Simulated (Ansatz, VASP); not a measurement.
# TiCo in two plane-wave programs, part 2 of 2

Wanted: the spread between two codes on one cell, functional and k mesh.

VASP 6.6.1 and Ansatz 0.2.0.

So far: Set-up; VASP: single point, LDA, DFT+U.

## Step 3: Ansatz: single point, LDA, DFT+U

Level of this step: Ansatz beside VASP: Kohn-Sham DFT, plane waves, LDA, DFT+U (Ansatz).

Ansatz runs on its default PAW (the set named soft_2) files.

The same cell, functional (in two slightly different forms), mesh and smearing now go to Ansatz, which takes its cutoff from its data sets.

The input, input.yaml:

```yaml
crystal:
  lattice:
    - [2.98611099, 0.0, 0.0]
    - [0.0, 2.98611099, 0.0]
    - [0.0, 0.0, 2.98611099]
  atoms:
    - { symbol: Co, position: [0.5, 0.5, 0.5], spin: 0.22 }
    - { symbol: Ti, position: [0.0, 0.0, 0.0] }
hamiltonian:
  xc: lda
  pseudopotentials: { kind: paw }
  hubbard: { sites: [{ species: Co, l: d, u_eff: 4.0 }] }
magnetization:
  spin_polarized: true
  initial_magnetization: 0.22
  spin_locking: { lock_magnetization: hard }
kpoints:
  mp_grid: { grid: [8, 8, 8] }
scf:
  occupations: { method: methfessel_paxton, width: 0.05 }
  n_extra_bands: 6
output:
  forces: true
  stress: true
  eigenvalues: true
```

Launch:

```bash
$ ansatz run input.yaml --threads 2 --pin off --max-ram 4608MiB --backend cpu --events-out ev --progress --plain --runs-dir out
```

Numbers of over 12 decimals in the logs are rounded to 6 here.

The log of the run:

```text
Warning: output.stress: scf.convergence.dr2_threshold = 1e-7 eV (the SCF's general default) is looser than the 2e-10 eV advised for a printed stress (1e-10 eV for each atom of the cell: 2). What an SCF threshold leaves in a stress goes as its square root, and in the free energy as the threshold itself, and one threshold admits the most on a small cell: [figures from the program's tests cut] Set scf.convergence.dr2_threshold to 2e-10 eV or tighter. The threshold is an SCF's pass mark: one that does not reach it within its budget of iterations ends unconverged, or closes short of it on a stop that the run arms, and scf.convergence.dr2_threshold's page says what that costs each kind of run
Co: projections on atomic orbitals take those of the free atom [Ne] 3s2 3p6 3d7 4s2, of charge +0.00 (hamiltonian.pseudopotentials.projection_atoms); the dataset's partial waves leave at most 1.4e-6 of an orbital's norm unspanned inside its sphere
Ti: projections on atomic orbitals take those of the free atom [Ne] 3s2 3p6 3d2 4s2, of charge +0.00 (hamiltonian.pseudopotentials.projection_atoms); the dataset's partial waves leave at most 4.1e-7 of an orbital's norm unspanned inside its sphere
scf.n_extra_bands = 6 over 15 filled bands (N_el = 29.0): the run solves 21 bands
Engine: ansatz 0.2.0, aarch64-unknown-linux-gnu
Pseudopotentials: kind: paw
Pseudopotential: Co, paw, valence charge 17, recommended cutoff 420 eV (normal), Co.paw.azcp
Pseudopotential: Ti, paw, valence charge 12, recommended cutoff 420 eV (normal), Ti.paw.azcp
Functional definition: SPW92
  exchange = slater_x
  correlation = pw_c
Crystal: 2 atoms, lattice volume = 26.627 Å³
Basis set: ecut = 420 eV, 485 PW (Γ)
Bands: 21, of which v1, the nominal top of the filled ones, is band 15 counted from 1 (14 counted from 0)
Symmetry: 48 space group operations
Space group: Pm-3m (ITA 221), of the structure as read, at distance tolerance 3.0e-5 Å
Magnetic group: BNS 221.92 (UNI 1594), of the structure as read, at distance tolerance 3.0e-5 Å
k-points: 35 of 512
Non-local potential: Co, projectors of the file, l = 0: 3, l = 1: 2, l = 2: 3, l = 3: 1
Non-local potential: Ti, projectors of the file, l = 0: 3, l = 1: 2, l = 2: 3, l = 3: 1
PAW form: soft (Blöchl's): semilocal exchange-correlation on the pseudo side does not see the compensation charge
PAW frozen core: Co, regenerated for the run's functional, and the local potential with it (the file was generated under x = pbe(κ = 0.804, μ = 0.219515), c = pbe(β = 0.066725))
PAW frozen core: Ti, regenerated for the run's functional, and the local potential with it (the file was generated under x = pbe(κ = 0.804, μ = 0.219515), c = pbe(β = 0.066725))
PAW one-centre angular grid: Co, 590 points (default); XC on 64 Gauss nodes
PAW one-centre angular grid: Ti, 590 points (default); XC on 64 Gauss nodes
Initial density: superposition of atomic densities (chi_scale 0.1, normalization cell)
Starting moments: Σ|m| = 0.22 μB on 1 of 2 sites
Initial wavefunctions: pseudopotential atomic-orbital guess
Functional: x = slater, c = lda
SCF iter   1: F=—  HF=-7512.579244 eV  |F-HF|=—  |Δ(HF+E_count)|=         —  Δρ=1.31e-1 (↑1.22e-1 ↓1.31e-1)  dr2=1.93e1  dr2_m=5.94e-3  M=0.220 μB ∫|m|=0.220 μB  β_m=0.30  ethr=3.10e-3  ⟨swp⟩=3.8  Hψ=5567  notcnv=0
preconditioner: auto → none  [metal: Δε(μ)=0.025 eV  Ē_g=7.380 eV  σ=0.050 eV  W_gap=0.27  n_scr=6 (ndim 8)  ℏωp=25.9 eV  f_vac=0.000  D(μ)=2.28/eV (n_scr^D=26)  sad-step TF]
SCF iter   2: F=—  HF=-7511.472992 eV  |F-HF|=—  |Δ(HF+E_count)|=    1.11e0  Δρ=1.16e-1 (↑1.01e-1 ↓1.16e-1)  dr2=6.77e0  dr2_m=1.65e-2  M=0.220 μB ∫|m|=0.311 μB  β_m=0.25  ethr=3.10e-3  ⟨swp⟩=2.9  Hψ=3606  notcnv=0  defer=87
SCF iter   3: F=—  HF=-7510.773533 eV  |F-HF|=—  |Δ(HF+E_count)|=   6.99e-1  Δρ=1.90e-2 (↑1.72e-2 ↓1.90e-2)  dr2=5.47e-1  dr2_m=1.50e-3  M=0.220 μB ∫|m|=0.231 μB  β_m=0.37  ethr=3.10e-3  ⟨swp⟩=2.2  Hψ=2906  notcnv=0  defer=87
SCF iter   4: F=—  HF=-7510.787473 eV  |F-HF|=—  |Δ(HF+E_count)|=   1.39e-2  Δρ=4.36e-2 (↑2.40e-2 ↓4.36e-2)  dr2=1.00e0  dr2_m=2.49e-2  M=0.220 μB ∫|m|=0.381 μB  β_m=0.64  ethr=1.89e-3  ⟨swp⟩=2.2  Hψ=2299  notcnv=0  defer=87
SCF iter   5: F=—  HF=-7510.806163 eV  |F-HF|=—  |Δ(HF+E_count)|=   1.87e-2  Δρ=1.71e-2 (↑1.71e-2 ↓8.77e-3)  dr2=2.34e-1  dr2_m=1.25e-2  M=0.220 μB ∫|m|=0.492 μB  β_m=0.68  ethr=1.89e-3  ⟨swp⟩=2.2  Hψ=2028  notcnv=0  defer=87
SCF iter   6: F=—  HF=-7511.677544 eV  |F-HF|=—  |Δ(HF+E_count)|=         —  Δρ=9.73e-2 (↑6.92e-2 ↓9.73e-2)  dr2=1.74e-1  dr2_m=1.68e0  M=0.220 μB ∫|m|=2.035 μB  β_m=1.00  ethr=8.06e-4  ⟨swp⟩=2.0  Hψ=2123  notcnv=0  defer=87
Mixer restart at iter 6: flushing history
SCF iter   7: F=—  HF=-7511.914532 eV  |F-HF|=—  |Δ(HF+E_count)|=         —  Δρ=1.52e-1 (↑8.43e-2 ↓1.52e-1)  dr2=1.27e1  dr2_m=2.99e-1  M=0.220 μB ∫|m|=1.346 μB  β_m=0.68  ethr=1.72e-4  ⟨swp⟩=3.5  Hψ=3715  notcnv=0  defer=92
Mixer restart at iter 7: flushing history
SCF iter   8: F=—  HF=-7575.349159 eV  |F-HF|=—  |Δ(HF+E_count)|=    6.34e1  Δρ=9.17e-1 (↑9.17e-1 ↓7.47e-1)  dr2=7.48e2  dr2_m=2.02e0  M=0.220 μB ∫|m|=0.223 μB  β_m=0.27  ethr=1.72e-4  ⟨swp⟩=4.9  Hψ=5294  notcnv=0  defer=94  recentre
[...]
SCF iter  25: F=—  HF=-7511.025046 eV  |F-HF|=—  |Δ(HF+E_count)|=   1.77e-6  Δρ=1.09e-4 (↑2.53e-5 ↓1.09e-4)  dr2=1.52e-6  dr2_m=9.29e-7  M=0.220 μB ∫|m|=2.503 μB  β_m=0.24  ethr=2.71e-9  ⟨swp⟩=2.1  Hψ=2219  notcnv=0  defer=65
SCF iter  26: F=—  HF=-7511.023617 eV  |F-HF|=—  |Δ(HF+E_count)|=         —  Δρ=2.41e-4 (↑1.83e-4 ↓2.41e-4)  dr2=1.84e-5  dr2_m=5.00e-6  M=0.220 μB ∫|m|=2.505 μB  β_m=0.63  ethr=2.71e-9  ⟨swp⟩=2.1  Hψ=1822  notcnv=0  defer=65
Mixer restart at iter 26: flushing history
iteration 26: the input's own smearing fills from here on; a Gaussian of 0.05 eV has filled iterations ahead of it
SCF iter  27: F=—  HF=-7511.023629 eV  |F-HF|=—  |Δ(HF+E_count)|=   1.22e-5  S|Δr|=    0.00e0  Δρ=4.99e-4 (↑3.61e-4 ↓4.99e-4)  dr2=1.35e-4  dr2_m=2.72e-6  M=0.220 μB ∫|m|=2.506 μB  β_m=0.28  ethr=2.71e-9  ⟨swp⟩=3.0  Hψ=2808  notcnv=0  defer=65  recentre
SCF iter  28: F=—  HF=-7511.023619 eV  |F-HF|=—  |Δ(HF+E_count)|=   9.72e-6  S|Δr|=    0.00e0  Δρ=2.76e-4 (↑2.55e-4 ↓2.76e-4)  dr2=5.52e-5  dr2_m=1.21e-6  M=0.220 μB ∫|m|=2.504 μB  β_m=0.29  ethr=2.71e-9  ⟨swp⟩=3.0  Hψ=2794  notcnv=0  defer=65
SCF iter  29: F=—  HF=-7511.023615 eV  |F-HF|=—  |Δ(HF+E_count)|=   3.88e-6  S|Δr|=    0.00e0  Δρ=6.38e-5 (↑5.06e-5 ↓6.38e-5)  dr2=2.24e-7  dr2_m=7.10e-7  M=0.220 μB ∫|m|=2.505 μB  β_m=0.39  ethr=2.71e-9  ⟨swp⟩=2.1  Hψ=2402  notcnv=0  defer=65
SCF iter  30: F=—  HF=-7511.023616 eV  |F-HF|=—  |Δ(HF+E_count)|=   4.04e-7  S|Δr|=    0.00e0  Δρ=1.80e-5 (↑5.99e-6 ↓1.80e-5)  dr2=9.98e-8  dr2_m=1.84e-8  M=0.220 μB ∫|m|=2.505 μB  β_m=0.70  ethr=3.45e-10  ⟨swp⟩=5.7  Hψ=5718  notcnv=0
iter 31 met the thresholds in force, and the SCF goes on: an eigenvalue changes by 1.39 meV, over its tolerance of 0.50 meV (output.eigenvalues, Limitations)
SCF iter  31: F=-7511.023616 eV  HF=-7511.023616 eV  |F-HF|=5.36e-8  |Δ(HF+E_count)|=   4.58e-9  S|Δr|=    0.00e0  Δρ=1.37e-5 (↑3.54e-6 ↓1.37e-5)  dr2=6.37e-8  dr2_m=6.82e-9  M=0.220 μB ∫|m|=2.505 μB  β_m=0.85  ethr=3.44e-10  ⟨swp⟩=3.0  Hψ=3506  notcnv=0
SCF iter  32: F=-7511.023616 eV  HF=-7511.023616 eV  |F-HF|=3.64e-12  |Δ(HF+E_count)|=   2.45e-9  S|Δr|=    0.00e0  Δρ=2.23e-6 (↑2.23e-6 ↓1.82e-6)  dr2=2.91e-10  dr2_m=9.34e-10  M=0.220 μB ∫|m|=2.505 μB  ethr=2.20e-10  ⟨swp⟩=2.1  Hψ=4203  notcnv=0
SCF 1 converged in 32 iterations: F = -7511.023616 eV  dr2 = 2.91e-10
  greatest PAW one-centre occupation: 1.002 electrons in one spin orbital (limit 2), on the Co atom at site 0 (counted from 0), in its partial waves of l = 1
this state was not tested for a lower state beside it, because cold or Methfessel-Paxton smearing, or corrected tetrahedra, fill the levels in a way that the test cannot read (fill_not_monotonic; see scf.lower_state_search)
SCF converged after 32 iterations
an eigenvalue changed by more than its tolerance at an iteration that met the thresholds in force, so the SCF went on 1 time: the last check found none over its tolerance
Magnetization: 0.2200 μB (14.6100 up, 14.3900 down)
Absolute magnetization: 2.5057 μB (∫|ρ↑−ρ↓|, with the PAW one-centre terms)
Spin contamination: 0.9158 ħ² per cell (⟨S²⟩ above its minimum at these occupations)
Per-site moments (μB) at R_I (Å): [(1.344751, 1.066745), (-0.744059, 1.066745)]
Free energy (F): -7511.023616 eV
Harris-Foulkes:  -7511.023616 eV  (|F-HF|=3.64e-12)
Internal energy: -7511.023691 eV  (E = F + TS)
E sigma→0 (E₀):  -7511.023635 eV
Entropy (-TS):   0.000075 eV (0.037 meV/atom)
Fermi energy:    16.331822 (↑ 15.908027, ↓ 16.755617) eV
--- Per-component energies (eV) ---
  E_band       = -412.566921
  E_kinetic    = 730.039101
  E_local      = -3903.478709  (includes V_loc(G=0)·N_el)
  E_nonlocal   = 474.144469
  E_hartree    = 1645.985251
  E_xc         = -255.004192
  E_vxc        = -327.224502  (∫ρ·V_xc dr)
  E_hubbard    = 2.144671  (on-site DFT+U / exact-exchange correction)
  E_vhub       = -11.483407  (the Hubbard potential's part of the band-sum identity)
  E_paw        = -2454.549156  (= ΣΔE_a)
  E_vpaw       = -666.533880  (= ΣTr[D̂ρ^β])
  E_aug_tail   = 0.000113  (compensation charges beyond the density's cutoff)
  E_ewald      = -3751.049440
  E_core_change = 0.744201  (= ΣΔE_core)
  E_smearing   = 0.000075  (= −TS)
  E_closure    = -0.000000  (closes the sum)
  Σ components = -7511.023616   (vs F -7511.023616, Δ=0.00e0)
--- Forces (eV/Å), atoms counted from 1 ---
  atom   1  Co     0.00000000    -0.00000000    -0.00000000
  atom   2  Ti    -0.00000000    -0.00000000    -0.00000000
  max |Σ_I F_I| component: 6.74e-29 eV/Å
--- Stress (GPa, compression-positive) ---
       -4.386414       0.000000       0.000000
        0.000000      -4.386414      -0.000000
        0.000000       0.000000      -4.386414
  P = ⅓ Tr σ = -4.3864 GPa (-43.864 kbar)
--- Band table (eV; the first three rows and the last of 70) ---
  k-point 0 ↑: bands = [... 11 lower, 13.1174, 13.1174, 13.1174, 16.7007, 16.7007, 19.1866, 19.1866, 19.1866, ... 2 higher]
  k-point 1 ↑: bands = [... 11 lower, 13.0819, 13.0819, 13.1512, 16.6038, 16.7492, 18.8020, 18.8020, 19.1405, ... 2 higher]
  k-point 2 ↑: bands = [... 11 lower, 12.9997, 12.9997, 13.2351, 16.3512, 16.6760, 18.0588, 18.0588, 19.0270, ... 2 higher]
  k-point 34 ↓: bands = [... 11 lower, 13.9881, 13.9881, 13.9881, 17.6237, 17.6237, 19.0754, 19.0754, 23.3280, ... 2 higher]
Occupation matrices written to <dir>
```

Elapsed: 10 s, on 2 threads of Arm Neoverse N1, shared host; peak memory 0.35 GiB.

The run ends at a pressure of -4.39 GPa.

## Step 4: Side by side

Known differences besides the PAW data sets themselves: U acts on the PAW sphere in VASP and on atomic orbitals in Ansatz, so only states and trends compare; the two LDA forms differ slightly; the data sets hold 29 valence electrons in Ansatz (default PAW (the set named soft_2) files) and 21 in VASP; the cutoff is 420 eV in Ansatz and 350 eV in VASP; Ansatz makes its cores anew for this functional, VASP keeps those of its LDA data sets; site moments are counted in spheres of each program's own size. Total energies have different zeros and are not compared.

Compared:

| quantity | Ansatz | VASP | difference |
| --- | --- | --- | --- |
| pressure (GPa) | -4.39 | -17.74 | +13.35 |
| total moment (μB) | 0.22 | 0.22 | 0.00 |
| moment on Ti2 (μB) | -0.74 | 0.49 | -1.23 |
| moment on Co1 (μB) | 1.34 | -0.45 | +1.80 |

By their total or site moments the two runs ended in different magnetic states; the other differences may follow from that, so they don't measure the programs' precision. Ansatz's pressure holds a Pulay correction of 0.14 GPa; VASP's holds none.

## Step 5: What moves the difference

The difference is large enough to ask for its cause, so further runs change the set-up of one program at a time, as the table lists.

| run | difference in moment on Co1 (μB) |
| --- | --- |
| as above | 1.8 |
| cores kept as stored, as VASP does, whose cores stay as stored | 1.8 |

## Step 6: What came out

| Item | Value |
| --- | --- |
| difference in moment on Co1 (single point, LDA, DFT+U) | 1.8 μB |

In words: The difference in moment on Co1 is 1.8 μB (single point, LDA, DFT+U). The runs ended with unlike moments, so this pair says little about numerical agreement. For single point, LDA, DFT+U: no further run halves the difference in moment on Co1; only Ansatz's side was varied. 1 further run on this material is not shown. How closely two codes agree says nothing of how well the functional describes the real material.

[Lines on the potential files, build, host, timing and source positions are cut from VASP's logs without a mark.]

[Logs are printed without paths, hosts, clocks, repeated set-up lines and the standing remarks that a program may print on its own settings, such as how far it seeks lower states.]

[Hosts, paths, dates, database ids (printed as entryN), source tags and the programs' standing remarks are cut or masked in the printed files.]
